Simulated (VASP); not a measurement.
Method: optB86b-vdW, VASP's PBE PAW potentials (set 64) (plane waves; VASP).

VASP ran on this input.

### POSCAR
```
CoGa
1
    2.8845538463     0.0000000000     0.0000000000
    0.0000000000     2.8845538463     0.0000000000
    0.0000000000     0.0000000000     2.8845538463
Ga Co
1 1
Direct
  0.5000000000   0.5000000000   0.5000000000
  0.0000000000   0.0000000000   0.0000000000
```

KPOINTS:
```
Automatic mesh
0
Gamma
13 13 13
0 0 0
```

**INCAR**
```
ENCUT=520   ! plane-wave cut-off (eV)
ALGO=Normal   ! blocked Davidson
AGGAC=0.0
LMAXMIX=4
ISMEAR=1
LCHARG=F
PREC=Accurate
PARAM2=1.0
LASPH=T   ! aspherical one-centre terms
LUSE_VDW=T
GGA=MK
SIGMA=0.1   ! width (eV)
SYSTEM=CoGa
NELM=100   ! most electronic steps
EDIFF=1E-7
LREAL=F   ! projection in real space or not
PARAM1=0.1234
LWAVE=F
ISIF=2
```

POTCAR, in this order: Ga_d Co (PBE.64 set). Program: vasp_std.

What VASP printed:

OSZICAR:
```
       N       E                     dE             d eps       ncg     rms          rms(c)
DAV:   1     0.104335613992E+03    0.10434E+03   -0.10928E+04  2656   0.262E+03
DAV:   2    -0.986329040411E+00   -0.10532E+03   -0.10311E+03  2632   0.356E+02
DAV:   3    -0.574997962761E+01   -0.47637E+01   -0.47440E+01  2884   0.812E+01
DAV:   4    -0.582654982857E+01   -0.76570E-01   -0.76285E-01  3453   0.946E+00
DAV:   5    -0.582854195025E+01   -0.19921E-02   -0.19921E-02  3067   0.135E+00    0.949E+00
DAV:   6    -0.693318048085E+01   -0.11046E+01   -0.22762E+01  2879   0.636E+01    0.116E+01
DAV:   7    -0.487047009373E+01    0.20627E+01   -0.94670E+00  2639   0.469E+01    0.168E+00
DAV:   8    -0.485596710373E+01    0.14503E-01   -0.24444E-01  2979   0.545E+00    0.645E-01
DAV:   9    -0.484990496257E+01    0.60621E-02   -0.19282E-02  3495   0.219E+00    0.129E-01
DAV:  10    -0.484961873408E+01    0.28623E-03   -0.61619E-04  3373   0.366E-01    0.614E-02
DAV:  11    -0.484961187930E+01    0.68548E-05   -0.65618E-05  3611   0.142E-01    0.121E-02
DAV:  12    -0.484961130779E+01    0.57152E-06   -0.32221E-06  3211   0.302E-02    0.255E-03
DAV:  13    -0.484961119525E+01    0.11253E-06   -0.42422E-07  3127   0.101E-02    0.150E-03
DAV:  14    -0.484961114609E+01    0.49165E-07   -0.10570E-07  1653   0.595E-03
   1 F= -.48496111E+01 E0= -.48499030E+01  d E =0.875456E-03
```

**OUTCAR**
```
------------------------ aborting loop because EDIFF is reached ----------------------------------------
  FORCE on cell =-STRESS in cart. coord.  units (eV):
  Direction    XX          YY          ZZ          XY          YZ          ZX
  --------------------------------------------------------------------------------------
  Total       -0.7854572     -0.7854572     -0.7854572      0.0000000      0.0000000      0.0000000
  in kB      -52.4320903    -52.4320903    -52.4320903      0.0000000      0.0000000      0.0000000
  external PRESSURE =     -52.4320903 kB  Pullay stress =       0.0000000 kB
  volume of cell :       24.00
      direct lattice vectors                 reciprocal lattice vectors
     2.884553846  0.000000000  0.000000000     0.346674062  0.000000000  0.000000000
     0.000000000  2.884553846  0.000000000     0.000000000  0.346674062  0.000000000
     0.000000000  0.000000000  2.884553846     0.000000000  0.000000000  0.346674062
 POSITION                                       TOTAL-FORCE (eV/Angst)
 -----------------------------------------------------------------------------------
      1.44228      1.44228      1.44228         0.000000      0.000000      0.000000
      0.00000      0.00000      0.00000         0.000000      0.000000      0.000000
 -----------------------------------------------------------------------------------
    total drift:                                0.000000      0.000000     -0.000000
  FREE ENERGIE OF THE ION-ELECTRON SYSTEM (eV)
  ---------------------------------------------------
  free  energy   TOTEN  =        -4.8496111461 eV

  energy  without entropy=       -4.8504866021  energy(sigma->0) =       -4.84990296
```
(Selected blocks of OUTCAR.)

The compound is CoGa in the CsCl type structure. This cell is one point of a volume scan, at 1.03 of the reference volume. The run is not spin-polarised, so no magnetic state was tried.
